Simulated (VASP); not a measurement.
Input:

```yaml
crystal:
  lattice:
    - [2.85646, 0.00000, 0.00000]
    - [0.00000, 2.85646, 0.00000]
    - [0.00000, 0.00000, 2.85646]
  atoms:
    - { symbol: Al, position: [0.50000, 0.50000, 0.50000] }
    - { symbol: Ni, position: [0.00000, 0.00000, 0.00000] }
```

Level of theory: PBE GGA with D3 dispersion (Becke-Johnson damping), VASP's PBE PAW potentials (set 64) (plane waves; VASP 6.6.1). Settings: 520 eV cut-off, 13×13×13 Γ-centred mesh, first-order Methfessel-Paxton smearing of 0.10 eV, potentials Al Ni.

Problem. Give the energy at these volumes per atom, relative to the lowest: 10.98, 11.33, 11.68, 12.03, 12.38 Å³.

Solution. 23.6, 5.2, 0.0, 6.2, 22.0 meV/atom. A third-order Birch-Murnaghan fit gives B0 = 174 GPa and B0′ = 4.4.

Measured: bulk modulus 156 GPa (computed value off by +11.5 %), as given by Yamada et al., (2019), arXiv:1910.09660; a 2.882 Å at 0 K (computed value off by -0.9 %), as given by H. Levämäki et al., Physical Review B (2014), arXiv:1402.3671 [extrapolated to 0 K, zero-point anharmonic expansion removed (Haas, Tran, Blaha 2009)]. The calculation is for a static lattice, while the measured bulk modulus holds thermal and zero-point effects, which are part of the difference.

The compound is NiAl in the CsCl type structure. It was relaxed first. The run is not spin-polarised, so no magnetic state was tried.
